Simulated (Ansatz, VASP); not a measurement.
# Cross-check of TiTeSe between VASP and Ansatz, part 2 of 2

Wanted: the spread between two codes on one cell, functional and k mesh. The structure shown is the start of the Ansatz relaxation below; VASP solves that cell, so the two are compared at the walk's first step.

VASP 6.6.1 and Ansatz 0.2.0.

So far. Step 3 (VASP: single point, PBEsol, start cell, pair 1): The run ends at a pressure of -0.76 GPa, with forces up to 0.14 eV/Å.

## Step 5: Ansatz: relaxation, PBEsol

Level of this step: Ansatz beside VASP: Kohn-Sham DFT, plane waves, PBEsol (Ansatz).

The two programs are compared at the cell with which this relaxation starts, whose forces are those of its first step.

The structure compared here is the start of the Ansatz relaxation; VASP solves that cell, so the two are compared at the walk's first step.

The input, input.yaml:

```yaml
crystal:
  lattice:
    - [3.4629272689, 0.0, 0.0]
    - [-1.7314636344, 3.0917350374, 0.0]
    - [0.0, 0.0, 30.0]
  atoms:
    - { symbol: Ti, position: [0.0002138776, 0.0004277551, 0.3368884481] }
    - { symbol: Se, position: [0.3315511726, 0.6631023452, 0.3851445205] }
    - { symbol: Te, position: [0.6682349498, 0.3364698997, 0.274633698] }
  periodic: [true, true, false]
kpoints:
  mp_grid: { grid: [15, 15, 1] }
hamiltonian:
  xc: pbesol
  pseudopotentials: { kind: paw, azcp: { folder: soft_1 }, xc_functional: pbe }
scf:
  occupations: { method: methfessel_paxton, width: 0.2 }
output:
  forces: true
  stress: true
  eigenvalues: true
relax:
  adjacent_minimum: "off"
  f_tol: 0.001
  max_steps: 60
```

On the command line:

```sh
$ ansatz run input.yaml --threads 4 --pin off --max-ram 16384MiB --backend cpu --events-out ev --progress --plain --runs-dir out
```

Numbers of over 12 decimals in the logs are rounded to 6 here.

Output:

```text
[...]
Crystal: 3 atoms, lattice volume = 321.194 Å³
Basis set: ecut = 420 eV, 6235 PW (Γ), exchange–correlation on 48×48×432 points (8 copies of the dense FFT grid, shifted against one another)
Bands: 27, of which v1, the nominal top of the filled ones, is band 22 counted from 1 (21 counted from 0)
Symmetry: 2 space group operations
[...]
F+E_penalty+E_count = -14802.42158236 eV   max|allowed force component| = 6.149e-4 eV/Å
  cell:  # Å, volume = 321.1936 Å³
    - [3.4629272689, -2.8001563541562224e-11, 0.0]
    - [-1.731463634425, 3.091735, 0.0]
    - [0.0, 0.0, 30.0]
  atoms:
    - { symbol: Ti, position: [0.000275241, 0.000550482, 0.336859] }
    - { symbol: Se, position: [0.330681, 0.661362, 0.385451] }
    - { symbol: Te, position: [0.669044, 0.338088, 0.274356] }
[key lines of the parts left out:]
SCF converged after 2 iterations
Free energy (F): -14802.421582 eV
Fermi energy:    -4.827439 eV
P = ½ c Tr σ = 1.0884 N/m
```

## Step 6: VASP: single point, PBEsol, start cell, pair 2

The same cell, functional, mesh and smearing now go to VASP, with its own data sets.

The input, INCAR:

```
SYSTEM = TiTeSe
PREC = Accurate
ENCUT = 400
EDIFF = 1E-06
NELM = 120
ISMEAR = 1
SIGMA = 0.2
LREAL = .FALSE.
ALGO = Normal
GGA = PS
NBANDS = 18
LASPH = .TRUE.
LORBIT = 11
LWAVE = .FALSE.
LCHARG = .FALSE.
ISIF = 2
LDIPOL = .TRUE.
IDIPOL = 3
DIPOL = 0.5 0.5 0.332
LVHAR = .TRUE.
GGA_COMPAT = .FALSE.
NELMDL = -8
KPAR = 2
```

The input, POSCAR:

```
TiTeSe
1.0
    3.4629272689      0.0000000000      0.0000000000
   -1.7314636344      3.0917350374      0.0000000000
    0.0000000000      0.0000000000     30.0000000000
Ti Se Te
1 1 1
Direct
    0.0002139575      0.0004279151      0.3368884333
    0.3315512124      0.6631024248      0.3851445333
    0.6682349857      0.3364699715      0.2746337000
```

The input, KPOINTS:

```
Automatic mesh
0
Gamma
15 15 1
0 0 0
```

The projector-augmented-wave data sets are Ti_sv, Se and Te (PBE family, release 64).

On the command line:

```sh
$ mpirun -np 2 vasp_std
```

Output:

```text
[banner, memory and clock lines left out]
running    2 mpi-ranks, on    1 nodes
[...]
[... a notice as in an earlier step ...]

 LDA part: xc-table for (Slater+PW92), standard interpolation
 POSCAR, INCAR and KPOINTS ok, starting setup
[...]
entering main loop
       N       E                     dE             d eps       ncg     rms          rms(c)
DAV:   1     0.147067943027E+03    0.14707E+03   -0.94871E+03  2856   0.819E+02
DAV:   2    -0.483979538292E+00   -0.14755E+03   -0.14463E+03  3054   0.223E+02
DAV:   3    -0.197834600607E+02   -0.19299E+02   -0.19194E+02  4150   0.728E+01
DAV:   4    -0.207027757076E+02   -0.91932E+00   -0.91594E+00  3192   0.157E+01
[...]
DAV:  27    -0.184057454382E+02   -0.32793E-05   -0.87127E-08  1972   0.122E-03    0.641E-04
DAV:  28    -0.184057468098E+02   -0.13717E-05   -0.27714E-08  1790   0.106E-03    0.279E-04
DAV:  29    -0.184057478079E+02   -0.99811E-06   -0.30210E-08  1848   0.891E-04
   1 F= -.18405748E+02 E0= -.18406338E+02  d E =0.177040E-02
```

From OUTCAR (step 6):

```text
  Total        1.2935314      0.4368076      0.2964124      0.0000000     -0.0950026     -0.0000000
  in kB        6.4523911      2.1788830      1.4785635      0.0000000     -0.4738919     -0.0000000
  external PRESSURE =       3.3699459 kB  Pullay stress =       0.0000000 kB

 POSITION                                       TOTAL-FORCE (eV/Angst)
 -----------------------------------------------------------------------------------
     -0.00000      0.00132     10.10665         0.000000      0.019338     -0.030631
      0.00000      2.05014     11.55434        -0.000000     -0.039672      0.132404
      1.73146      1.04028      8.23901         0.000000      0.020334     -0.101772
 -----------------------------------------------------------------------------------
    total drift:                                0.000001      0.000066      0.000023

  FREE ENERGIE OF THE ION-ELECTRON SYSTEM (eV)
  ---------------------------------------------------
  free  energy   TOTEN  =       -18.4057478079 eV

  energy  without entropy=      -18.4075182046  energy(sigma->0) =      -18.40633794

[... 3 further parts left out ...]
[key lines of the parts left out:]
E-fermi :  -2.3999
```

The run ends at a pressure of 0.34 GPa, with forces up to 0.14 eV/Å.

## Step 7: Comparison

What differs besides the data sets and the points named for the pairs above, as far as they apply: the data sets hold 44 valence electrons in Ansatz (on its PAW soft_1 files) and 24 in VASP. Total energies have different zeros and are not compared.

Forces (eV/Å; atoms numbered as in POSCAR):

| atom | Ansatz x, y, z | VASP x, y, z |
| --- | --- | --- |
| Ti1 | 0.000, 0.018, -0.024 | 0.000, 0.019, -0.031 |
| Se2 | 0.000, -0.038, 0.099 | 0.000, -0.040, 0.132 |
| Te3 | 0.000, 0.020, -0.075 | 0.000, 0.020, -0.102 |

The forces differ by 14 meV/Å r.m.s., which is 24.5 % of the r.m.s. force of 0.059 eV/Å (both taken over all components). Where the cell holds vacuum, a pressure given here is an average over it and none of the material.

## Step 8: Other set-ups

Further runs change the set-up of one program: Ansatz's method, potentials or start, or VASP's data sets, cutoff or form of LDA. The table gives that difference for each run.

| run | r.m.s. force difference (meV/Å) |
| --- | --- |
| as above | 14 |
| VASP with the data sets Ti_sv, Se and Te_sv_GW and a cutoff of 520 eV | 11 |

## Step 9: Ansatz: relaxation, PBEsol

The two programs are compared at the cell with which this relaxation starts, whose forces are those of its first step.

The structure compared here is the start of the Ansatz relaxation; VASP solves that cell, so the two are compared at the walk's first step.

input.yaml, the sections that differ from step 5:

```yaml
crystal:
  lattice:
    - [3.5700281122, 0.0, 0.0]
    - [-1.7850140561, 2.9989829862, 0.0]
    - [0.0, 0.0, 30.0]
  atoms:
    - { symbol: Ti, position: [-0.0002953586, -0.0005907173, 0.3368884558] }
    - { symbol: Se, position: [0.3352046906, 0.6704093813, 0.3851452659] }
    - { symbol: Te, position: [0.665090668, 0.330181336, 0.2746329449] }
  periodic: [true, true, false]
# kpoints, hamiltonian, scf, output, relax: as in step 5
```

On the command line:

```sh
$ ansatz run input.yaml --threads 4 --pin off --max-ram 16384MiB --backend cpu --events-out ev --progress --plain --runs-dir out
```

Output:

```text
[...]
Crystal: 3 atoms, lattice volume = 321.194 Å³
Basis set: ecut = 420 eV, 6235 PW (Γ), exchange–correlation on 48×48×432 points (8 copies of the dense FFT grid, shifted against one another)
Bands: 27, of which v1, the nominal top of the filled ones, is band 22 counted from 1 (21 counted from 0)
Symmetry: 2 space group operations
[...]
--- Relaxed structure (5 steps of the walk, 5 accepted, 0 SCFs on fresh bases) ---
  F+E_penalty+E_count = -14802.42146667 eV   max|allowed force component| = 8.659e-4 eV/Å
  cell:  # Å, volume = 321.1936 Å³
    - [3.5700281122, 0.0, 0.0]
    - [-1.7850140561, 2.9989829862, 0.0]
    - [0.0, 0.0, 30.0]
  atoms:
    - { symbol: Ti, position: [-0.000438426, -0.000876852, 0.336860] }
    - { symbol: Se, position: [0.336184, 0.672367, 0.385452] }
    - { symbol: Te, position: [0.664255, 0.328509, 0.274355] }
[key lines of the parts left out:]
SCF converged after 3 iterations
Free energy (F): -14802.421467 eV
Fermi energy:    -4.825387 eV
P = ½ c Tr σ = 1.0848 N/m
```

## Step 10: VASP: single point, PBEsol, start cell, pair 3

The same cell, functional, mesh and smearing now go to VASP, with its own data sets.

INCAR is that of step 6.

The input, POSCAR:

```
TiTeSe
1.0
    3.5700281122      0.0000000000      0.0000000000
   -1.7850140561      2.9989829862      0.0000000000
    0.0000000000      0.0000000000     30.0000000000
Ti Se Te
1 1 1
Direct
    0.9997045665      0.9994091330      0.3368884667
    0.3352046359      0.6704092718      0.3851452667
    0.6650906331      0.3301812663      0.2746329333
```

KPOINTS is that of step 6.

On the command line:

```sh
$ mpirun -np 2 vasp_std
```

Output:

```text
[... set-up lines as in an earlier step ...]
 entering main loop
       N       E                     dE             d eps       ncg     rms          rms(c)
DAV:   1     0.148474063545E+03    0.14847E+03   -0.94756E+03  2824   0.818E+02
DAV:   2    -0.269551182872E+00   -0.14874E+03   -0.14572E+03  3070   0.224E+02
DAV:   3    -0.197766997695E+02   -0.19507E+02   -0.19401E+02  4130   0.732E+01
DAV:   4    -0.207003764186E+02   -0.92368E+00   -0.92001E+00  3170   0.156E+01
[...]
DAV:  27    -0.184056005441E+02   -0.29763E-05   -0.73758E-08  1942   0.111E-03    0.636E-04
DAV:  28    -0.184056019635E+02   -0.14194E-05   -0.29069E-08  1778   0.105E-03    0.257E-04
DAV:  29    -0.184056029041E+02   -0.94056E-06   -0.29238E-08  1852   0.891E-04
   1 F= -.18405603E+02 E0= -.18406129E+02  d E =0.157971E-02
```

From OUTCAR (step 10):

```text
  Total        0.4172835      1.3087240      0.2979660      0.0000000      0.1003293      0.0000000
  in kB        2.0814930      6.5281746      1.4863133      0.0000000      0.5004625      0.0000000
  external PRESSURE =       3.3653270 kB  Pullay stress =       0.0000000 kB

 POSITION                                       TOTAL-FORCE (eV/Angst)
 -----------------------------------------------------------------------------------
      1.78501      2.99721     10.10665        -0.000000     -0.023664     -0.030539
      0.00000      2.01055     11.55436        -0.000000      0.043858      0.132847
      1.78501      0.99021      8.23899         0.000000     -0.020194     -0.102308
 -----------------------------------------------------------------------------------
    total drift:                                0.000000     -0.000264      0.000061

  FREE ENERGIE OF THE ION-ELECTRON SYSTEM (eV)
  ---------------------------------------------------
  free  energy   TOTEN  =       -18.4056029041 eV

  energy  without entropy=      -18.4071826169  energy(sigma->0) =      -18.40612948

[... 1 part as in an earlier step ...]

[... 2 further parts left out ...]
[key lines of the parts left out:]
E-fermi :  -2.3979
```

The run ends at a pressure of 0.34 GPa, with forces up to 0.14 eV/Å.

## Step 11: Side by side

What differs besides the data sets and the points named for the pairs above, as far as they apply: the data sets hold 44 valence electrons in Ansatz (on its PAW soft_1 files) and 24 in VASP. Total energies have different zeros and are not compared.

Forces (eV/Å; atoms numbered as in POSCAR):

| atom | Ansatz x, y, z | VASP x, y, z |
| --- | --- | --- |
| Ti1 | 0.000, -0.023, -0.023 | 0.000, -0.024, -0.031 |
| Se2 | 0.000, 0.042, 0.099 | 0.000, 0.044, 0.133 |
| Te3 | 0.000, -0.019, -0.076 | 0.000, -0.020, -0.102 |

The forces differ by 14 meV/Å r.m.s., which is 24.2 % of the r.m.s. force of 0.060 eV/Å (both taken over all components). Where the cell holds vacuum, a pressure given here is an average over it and none of the material.

## Step 12: Summary of results

```yaml
r_m_s_force_difference_single_point_pbesol_start_cell_pair_1: 12 meV/Å
r_m_s_force_difference_single_point_pbesol_start_cell_pair_2: 14 meV/Å
r_m_s_force_difference_single_point_pbesol_start_cell_pair_3: 14 meV/Å
```

What this shows: The r.m.s. force difference is 14 meV/Å (single point, PBEsol, start cell, pair 2), beyond the 12 meV/Å picked in this series as the mark of a large difference. The data sets hold unlike numbers of valence electrons (44 in Ansatz and 24 in VASP), so part of the differences may come from the potentials. For single point, PBEsol, start cell, pair 2, no further run moves any of the tabulated differences by more than a quarter of its size. What causes the difference of the single point, PBEsol, start cell, pair 3 pair stays open here. 7 further pairs of this series are not shown here. Such differences can come from data sets, numerical settings and the points named under the comparisons, not from the functional's error against experiment.

[Lines on the potential files, build, host, timing and source positions are cut from VASP's logs without a mark.]

[Logs are printed without paths, hosts, clocks, repeated set-up lines and the standing remarks that a program may print on its own settings, such as how far it seeks lower states.]

[Hosts, paths, dates, database ids (printed as entryN), source tags and the programs' standing remarks are cut or masked in the printed files.]
